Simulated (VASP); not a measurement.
These are PBE GGA with D4 dispersion, VASP's PBE PAW potentials (set 64) (plane waves; VASP) values and carry that method's errors.

Input for VASP

File KPOINTS:
```
Automatic
0
G
11 11 11
```

File POSCAR:
```
As
1.0
  3.5368476749  -1.8949381047  -0.0533222666
  3.5368476749   1.8949381047  -0.0533222666
  2.5688770151   0.0000000000   3.0828224741
As
2
direct
  0.2305340671   0.2305340671   0.2305340671
  0.7694659329   0.7694659329   0.7694659329
```

**INCAR**
```
# general
SYSTEM  = As
PREC    = Accurate
ENCUT   = 520
LREAL   = .FALSE.
LASPH   = .TRUE.   # aspherical one-centre terms

# electronic loop
EDIFF   = 1E-6
NELM    = 100   # most electronic steps
ALGO    = Normal   # blocked Davidson
LMAXMIX = 4   # l cut-off of mixed one-centre charges

# smearing
ISMEAR  = 1
SIGMA   = 0.1

# functional
GGA     = PE   # PBE
IVDW    = 13   # D4

# ions
IBRION  = 2   # conjugate gradients
NSW     = 60   # most ionic steps
ISIF    = 3   # ions, shape and volume
EDIFFG  = -0.01   # ionic stop

# output
LWAVE   = .FALSE.
LCHARG  = .FALSE.
```

POTCAR, in this order: As (PBE.64 set). Program: vasp_std.

What VASP printed:

File OSZICAR:
```
       N       E                     dE             d eps       ncg     rms          rms(c)
DAV:   1     0.313712610107E+02    0.31371E+02   -0.44097E+03  2628   0.932E+02
DAV:   2    -0.808313119556E+01   -0.39454E+02   -0.38272E+02  4047   0.122E+02
DAV:   3    -0.931785453637E+01   -0.12347E+01   -0.12321E+01  3115   0.265E+01
DAV:   4    -0.932467187166E+01   -0.68173E-02   -0.68151E-02  3291   0.197E+00
DAV:   5    -0.932468848463E+01   -0.16613E-04   -0.16610E-04  3005   0.879E-02    0.329E+00
DAV:   6    -0.931806906725E+01    0.66194E-02   -0.40490E-03  2873   0.535E-01    0.198E+00
DAV:   7    -0.931494584279E+01    0.31232E-02   -0.91075E-03  2794   0.826E-01    0.901E-02
DAV:   8    -0.931506976574E+01   -0.12392E-03   -0.27215E-04  2739   0.127E-01    0.306E-02
DAV:   9    -0.931510885854E+01   -0.39093E-04   -0.55875E-05  2919   0.615E-02    0.866E-03
DAV:  10    -0.931510835621E+01    0.50232E-06   -0.42833E-06  3047   0.139E-02
   1 F= -.10243001E+02 E0= -.10243067E+02  d E =-.102430E+02
```

File OUTCAR:
```
------------------------ aborting loop because EDIFF is reached ----------------------------------------
  Edisp (eV):   -0.92789
  FORCE on cell =-STRESS in cart. coord.  units (eV):
  Direction    XX          YY          ZZ          XY          YZ          ZX
  --------------------------------------------------------------------------------------
  Total       0.01646    -0.00221    -0.00043     0.00000     0.00000     0.00576
  in kB       0.63030    -0.08454    -0.01644     0.00000     0.00000     0.22063
  external pressure =        0.18 kB  Pullay stress =        0.00 kB
  volume of cell :       41.84
      direct lattice vectors                 reciprocal lattice vectors
     3.536847675 -1.894938105 -0.053322267     0.139614869 -0.263860861 -0.116339306
     3.536847675  1.894938105 -0.053322267     0.139614869  0.263860861 -0.116339306
     2.568877015  0.000000000  3.082822474     0.004829718  0.000000000  0.320353526
 POSITION                                       TOTAL-FORCE (eV/Angst)
 -----------------------------------------------------------------------------------
      2.22294      0.00000      0.68611         0.002147      0.000000      0.000663
      7.41963      0.00000      2.29007        -0.002147      0.000000     -0.000663
 -----------------------------------------------------------------------------------
    total drift:                               -0.000000     -0.000000     -0.000000
  FREE ENERGIE OF THE ION-ELECTRON SYSTEM (eV)
  ---------------------------------------------------
  free  energy   TOTEN  =       -10.2430014951 eV

  energy  without entropy=      -10.2431982609  energy(sigma->0) =      -10.24306708

 reached required accuracy - stopping structural energy minimisation
```
(Selected blocks of OUTCAR.)

The compound is As in the a7 structure. It was relaxed first. The start is the result of an earlier pass.
